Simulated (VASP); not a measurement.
Here is a VASP 6.6.1 calculation.

INCAR

```
SYSTEM = SiC
ALGO = Normal
EDIFF = 1E-7
ENCUT = 450
GGA = PE
ISIF = 2
ISMEAR = 0
LASPH = .TRUE.
LCHARG = .FALSE.
LREAL = .FALSE.
LWAVE = .FALSE.
NBANDS = 16
NELM = 100
PREC = Accurate
SIGMA = 0.02
```

KPOINTS

```
k-points
0
G
  9 9 6
  0 0 0
```

File POSCAR:

```
SiC
1.0
    3.0760000000      0.0000000000      0.0000000000
   -1.5380000000      2.6638941400      0.0000000000
    0.0000000000      0.0000000000      5.0480000000
Si C
2 2
Direct
    0.3333333300      0.6666666700      0.0000000000
    0.6666666700      0.3333333300      0.5000000000
    0.3333333300      0.6666666700      0.3850000000
    0.6666666700      0.3333333300      0.8850000000
```

Potentials or basis: VASP PAW PBE potentials, release 64 (Si, C).

Run with:

```console
$ cat potpaw_PBE.64/Si/POTCAR potpaw_PBE.64/C/POTCAR > POTCAR
$ mpirun -np 1 vasp_std > vasp.out
```

Estimate the largest force.

0.753 eV/Å.

Estimate the band gap on the k mesh.

2.32 eV, indirect (least direct gap 4.11 eV).

Forces in eV/Å, atoms in the order of the input:
```
Si   0.000  0.000  0.753
Si   0.000  0.000  0.753
C    0.000  0.000 -0.753
C    0.000  0.000 -0.753
```

Caveat: an odd mesh through Γ misses points on the zone boundary, where band edges often lie.
